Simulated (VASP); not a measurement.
These are TPSS meta-GGA, VASP's PBE PAW potentials (set 64) (plane waves; VASP) values and carry that method's errors.

VASP input:

### INCAR
```
LCHARG  =  .FALSE.
NELM  =  100   # most electronic steps
ISIF  =  3
EDIFF  =  1E-6
ENCUT  =  520
ISMEAR  =  0   # Gaussian
LWAVE  =  .FALSE.
EDIFFG  =  -0.01   # ionic stop
IBRION  =  2   # conjugate gradients
METAGGA  =  TPSS
LMIXTAU  =  .TRUE.
SYSTEM  =  CdTe
NSW  =  60
SIGMA  =  0.05
LMAXMIX  =  4   # l cut-off of mixed one-centre charges
PREC  =  Accurate
ALGO  =  Normal   # blocked Davidson
LREAL  =  .FALSE.
LASPH  =  .TRUE.   # aspherical one-centre terms
```

**KPOINTS**
```
kpoints
0
Gamma
  6 6 6
0 0 0
```

File POSCAR:
```
CdTe
1
    0.0000000000     3.2400000000     3.2400000000
    3.2400000000     0.0000000000     3.2400000000
    3.2400000000     3.2400000000     0.0000000000
Cd Te
1 1
Direct
  0.0000000000   0.0000000000   0.0000000000
  0.2500000000   0.2500000000   0.2500000000
```

POTCAR, in this order: Cd Te (PBE.64 set). Program: vasp_std.

Output of the run:

OSZICAR:
```
       N       E                     dE             d eps       ncg     rms          rms(c)
DAV:   1     0.857526123248E+02    0.85753E+02   -0.85430E+03   424   0.121E+03
DAV:   2    -0.199602243017E+02   -0.10571E+03   -0.10226E+03   466   0.280E+02
DAV:   3    -0.238382838754E+02   -0.38781E+01   -0.38728E+01   511   0.568E+01
DAV:   4    -0.238712021951E+02   -0.32918E-01   -0.32916E-01   589   0.474E+00
DAV:   5    -0.238712826691E+02   -0.80474E-04   -0.80474E-04   476   0.221E-01    0.589E+00
DAV:   6    -0.207216581910E+02    0.31496E+01   -0.33205E+00   421   0.279E+01    0.552E+00
DAV:   7    -0.209026701115E+02   -0.18101E+00   -0.31543E-01   416   0.714E+00    0.338E+00
DAV:   8    -0.205912103038E+02    0.31146E+00   -0.11584E+00   416   0.129E+01    0.114E+00
DAV:   9    -0.207265259944E+02   -0.13532E+00   -0.68513E-01   416   0.107E+01    0.708E-01
DAV:  10    -0.208481608455E+02   -0.12163E+00   -0.23124E-02   456   0.170E+00    0.532E-01
DAV:  11    -0.122787328119E+06   -0.12277E+06   -0.11812E+06   643   0.416E+02    0.197E+02
DAV:  12     0.145987970565E+03    0.12293E+06   -0.23248E+04   506   0.136E+03    0.514E+02
DAV:  13    -0.726114614384E+01   -0.15325E+03   -0.13411E+03   538   0.256E+02    0.298E+01
DAV:  14    -0.204327360059E+02   -0.13172E+02   -0.11881E+02   536   0.804E+01    0.244E+00
DAV:  15    -0.209123716250E+02   -0.47964E+00   -0.27291E+00   456   0.136E+01    0.346E+00
DAV:  16    -0.208480450125E+02    0.64327E-01   -0.81606E-02   504   0.289E+00    0.300E+00
DAV:  17    -0.208819802024E+02   -0.33935E-01   -0.19705E-02   436   0.136E+00    0.211E+00
DAV:  18    -0.208964721406E+02   -0.14492E-01   -0.93567E-03   421   0.113E+00    0.189E+00
DAV:  19    -0.208996992120E+02   -0.32271E-02   -0.52871E-04   471   0.260E-01    0.179E+00
DAV:  20    -0.208994707266E+02    0.22849E-03   -0.18082E-04   426   0.160E-01    0.163E+00
DAV:  21    -0.209025469456E+02   -0.30762E-02   -0.15583E-04   426   0.141E-01    0.141E+00
DAV:  22    -0.209033640123E+02   -0.81707E-03   -0.23200E-04   416   0.163E-01    0.117E+00
DAV:  23    -0.209051413222E+02   -0.17773E-02   -0.66278E-04   416   0.307E-01    0.678E-01
DAV:  24    -0.209063553190E+02   -0.12140E-02   -0.68474E-03   416   0.787E-01    0.395E-01
DAV:  25    -0.209066132522E+02   -0.25793E-03   -0.59016E-05   491   0.923E-02    0.365E-01
DAV:  26    -0.209065216176E+02    0.91635E-04   -0.10988E-05   416   0.428E-02    0.354E-01
DAV:  27    -0.209070306783E+02   -0.50906E-03   -0.10895E-04   416   0.145E-01    0.306E-01
DAV:  28    -0.209075453644E+02   -0.51469E-03   -0.67141E-05   416   0.104E-01    0.273E-01
DAV:  29    -0.209076413485E+02   -0.95984E-04   -0.13285E-05   426   0.451E-02    0.263E-01
DAV:  30    -0.209078107531E+02   -0.16940E-03   -0.88694E-06   416   0.429E-02    0.252E-01
DAV:  31    -0.209078139550E+02   -0.32018E-05   -0.99959E-07   318   0.124E-02    0.252E-01
DAV:  32    -0.209078374235E+02   -0.23468E-04   -0.27910E-07   288   0.615E-03    0.251E-01
DAV:  33    -0.209078367141E+02    0.70931E-06   -0.59484E-09   208   0.119E-03
   1 F= -.20907837E+02 E0= -.20907837E+02  d E =-.209078E+02
       N       E                     dE             d eps       ncg     rms          rms(c)
DAV:   1    -0.219023465222E+02   -0.99451E+00   -0.22381E+01   456   0.636E+01    0.929E+00
DAV:   2    -0.210462443510E+02    0.85610E+00   -0.20498E+00   436   0.243E+01    0.314E+00
DAV:   3    -0.209516094342E+02    0.94635E-01   -0.20694E-01   431   0.563E+00    0.281E+00
DAV:   4    -0.208952465319E+02    0.56363E-01   -0.72592E+01   416   0.294E+03    0.760E-01
DAV:   5    -0.209318464959E+02   -0.36600E-01   -0.11882E-01   416   0.446E+00    0.418E-01
DAV:   6    -0.209214626348E+02    0.10384E-01   -0.59907E-03   451   0.871E-01    0.237E-01
DAV:   7    -0.209073307949E+02    0.14132E-01   -0.23403E-02   416   0.176E+00    0.184E-01
DAV:   8    -0.209303473924E+02   -0.23017E-01   -0.46907E-03   416   0.799E-01    0.854E-02
DAV:   9    -0.209304401004E+02   -0.92708E-04   -0.20070E-05   491   0.376E-02    0.848E-02
DAV:  10    -0.209305597160E+02   -0.11962E-03   -0.32016E-05   426   0.536E-02    0.100E-01
DAV:  11    -0.209291128183E+02    0.14469E-02   -0.15486E-04   456   0.140E-01    0.115E-01
DAV:  12    -0.209293059801E+02   -0.19316E-03   -0.50750E-04   426   0.238E-01    0.362E-01
DAV:  13    -0.209329465826E+02   -0.36406E-02   -0.15060E-03   416   0.425E-01    0.351E-01
DAV:  14    -0.209330379468E+02   -0.91364E-04   -0.16857E-05   481   0.462E-02    0.298E-01
DAV:  15    -0.209330176724E+02    0.20274E-04   -0.13648E-06   397   0.118E-02    0.294E-01
DAV:  16    -0.209329963818E+02    0.21291E-04   -0.42708E-06   451   0.219E-02    0.275E-01
DAV:  17    -0.209330326391E+02   -0.36257E-04   -0.97178E-05   436   0.724E-02    0.107E-01
DAV:  18    -0.209330287140E+02    0.39252E-05   -0.17009E-05   461   0.324E-02    0.451E-02
DAV:  19    -0.209330271786E+02    0.15353E-05   -0.39316E-06   446   0.242E-02    0.286E-02
DAV:  20    -0.209330298163E+02   -0.26377E-05   -0.27544E-06   435   0.173E-02    0.102E-02
DAV:  21    -0.209330304936E+02   -0.67725E-06   -0.76757E-07   288   0.719E-03
   2 F= -.20933030E+02 E0= -.20933030E+02  d E =-.251938E-01
       N       E                     dE             d eps       ncg     rms          rms(c)
DAV:   1    -0.210331381772E+02   -0.10011E+00   -0.21064E+00   456   0.186E+01    0.231E+00
DAV:   2    -0.209446757210E+02    0.88462E-01   -0.24525E-01   456   0.764E+00    0.723E-01
DAV:   3    -0.209367863242E+02    0.78894E-02   -0.20572E-02   431   0.156E+00    0.593E-01
DAV:   4    -0.209332619057E+02    0.35244E-02   -0.60354E-03   431   0.647E-01    0.133E-01
DAV:   5    -0.209348337018E+02   -0.15718E-02   -0.23318E-03   426   0.556E-01    0.664E-02
DAV:   6    -0.209353660236E+02   -0.53232E-03   -0.12852E-03   416   0.408E-01    0.598E-02
DAV:   7    -0.209358902820E+02   -0.52426E-03   -0.58356E-04   431   0.291E-01    0.289E-02
DAV:   8    -0.209361477255E+02   -0.25744E-03   -0.48062E-05   436   0.775E-02    0.131E-02
DAV:   9    -0.209361560984E+02   -0.83728E-05   -0.27664E-05   446   0.545E-02    0.694E-03
DAV:  10    -0.209361715387E+02   -0.15440E-04   -0.10109E-05   426   0.330E-02    0.309E-03
DAV:  11    -0.209361695935E+02    0.19452E-05   -0.88264E-07   348   0.140E-02    0.181E-03
DAV:  12    -0.209361721815E+02   -0.25880E-05   -0.16806E-06   402   0.148E-02    0.806E-04
DAV:  13    -0.209361719745E+02    0.20700E-06   -0.21535E-07   238   0.759E-03
   3 F= -.20936172E+02 E0= -.20936172E+02  d E =-.283353E-01
       N       E                     dE             d eps       ncg     rms          rms(c)
DAV:   1    -0.209394896064E+02   -0.33174E-02   -0.70117E-02   456   0.344E+00    0.447E-01
DAV:   2    -0.209366489621E+02    0.28406E-02   -0.75499E-03   456   0.136E+00    0.142E-01
DAV:   3    -0.209363709893E+02    0.27797E-03   -0.69769E-04   431   0.300E-01    0.120E-01
DAV:   4    -0.209362187498E+02    0.15224E-03   -0.21060E-04   431   0.120E-01    0.267E-02
DAV:   5    -0.209362983419E+02   -0.79592E-04   -0.59610E-05   426   0.867E-02    0.126E-02
DAV:   6    -0.209362898310E+02    0.85109E-05   -0.29766E-05   416   0.613E-02    0.111E-02
DAV:   7    -0.209363054147E+02   -0.15584E-04   -0.20718E-05   421   0.542E-02    0.455E-03
DAV:   8    -0.209363152576E+02   -0.98430E-05   -0.25562E-06   446   0.183E-02    0.177E-03
DAV:   9    -0.209363153662E+02   -0.10852E-06   -0.95666E-07   308   0.976E-03
   4 F= -.20936315E+02 E0= -.20936315E+02  d E =-.284787E-01
```

OUTCAR:
```
------------------------ aborting loop because EDIFF is reached ----------------------------------------
  FORCE on cell =-STRESS in cart. coord.  units (eV):
  Direction    XX          YY          ZZ          XY          YZ          ZX
  --------------------------------------------------------------------------------------
  Total       -0.0053715     -0.0053715     -0.0053715      0.0000000      0.0000000      0.0000000
  in kB       -0.1190506     -0.1190506     -0.1190506      0.0000000      0.0000000      0.0000000
  external PRESSURE =      -0.1190506 kB  Pullay stress =       0.0000000 kB
  volume of cell :       72.29
      direct lattice vectors                 reciprocal lattice vectors
    -0.000000000  3.306352888  3.306352888    -0.151224027  0.151224027  0.151224027
     3.306352888  0.000000000  3.306352888     0.151224027 -0.151224027  0.151224027
     3.306352888  3.306352888 -0.000000000     0.151224027  0.151224027 -0.151224027
  FREE ENERGIE OF THE ION-ELECTRON SYSTEM (eV)
  ---------------------------------------------------
  free  energy   TOTEN  =       -20.9363153662 eV

  energy  without entropy=      -20.9363153662  energy(sigma->0) =      -20.93631537

 reached required accuracy - stopping structural energy minimisation
```
(Selected blocks of OUTCAR.)

### CONTCAR
```
CdTe
   1.00000000000000
    -0.0000000000000000    3.3063528876801369    3.3063528876801369
     3.3063528876801369    0.0000000000000000    3.3063528876801369
     3.3063528876801369    3.3063528876801369   -0.0000000000000000
  Cd              Te
     1     1
Direct
     1.0000000000000000    0.0000000000000000    1.0000000000000000
     0.2500000000000000    0.2500000000000000    0.2500000000000000
```

**OUTCAR**
```
 val. band max:        1.7767586166   @ k =   0.0000   0.0000   0.0000

 cond. band min:       2.5895319147   @ k =   0.0000   0.0000   0.0000


 Fermi energy:         2.0154916100

 k-point     1 :       0.0000    0.0000    0.0000
  band No.  band energies     occupation
      1      -9.1596      2.00000
      2      -6.3376      2.00000
      3      -6.3376      2.00000
      4      -6.3376      2.00000
      5      -6.1189      2.00000
      6      -6.1189      2.00000
      7       1.7768      2.00000
      8       1.7768      2.00000
      9       1.7768      2.00000
     10       2.5895      0.00000
     11       6.5653      0.00000
     12       6.5653      0.00000
     13       6.5653      0.00000

 k-point     2 :       0.1667    0.0000    0.0000
  band No.  band energies     occupation
      1      -9.0701      2.00000
      2      -6.3215      2.00000
      3      -6.3215      2.00000
      4      -6.2599      2.00000
      5      -6.1197      2.00000
      6      -6.1197      2.00000
      7       0.1540      2.00000
      8       1.5747      2.00000
      9       1.5747      2.00000
     10       3.6576      0.00000
     11       6.6539      0.00000
     12       6.8801      0.00000
     13       6.8801      0.00000

 k-point     3 :       0.3333    0.0000    0.0000
  band No.  band energies     occupation
      1      -8.8912      2.00000
      2      -6.2939      2.00000
      3      -6.2939      2.00000
      4      -6.1157      2.00000
      5      -6.1157      2.00000
      6      -6.0132      2.00000
      7      -1.5610      2.00000
      8       1.2311      2.00000
      9       1.2311      2.00000
     10       3.7950      0.00000
     11       7.1589      0.00000
     12       7.1589      0.00000
     13       8.1015      0.00000

 k-point     4 :       0.5000    0.0000    0.0000
  band No.  band energies     occupation
      1      -8.8032      2.00000
      2      -6.2833      2.00000
      3      -6.2833      2.00000
...
```

Energy and stress use the plane-wave basis of the starting cell. Unless said otherwise, spin-orbit coupling is left out, though it shifts the bands of the heavy elements here.

The compound is CdTe in the zinc blende structure. This run relaxes it. Symmetry was kept, so distortions that lower it aren't found.
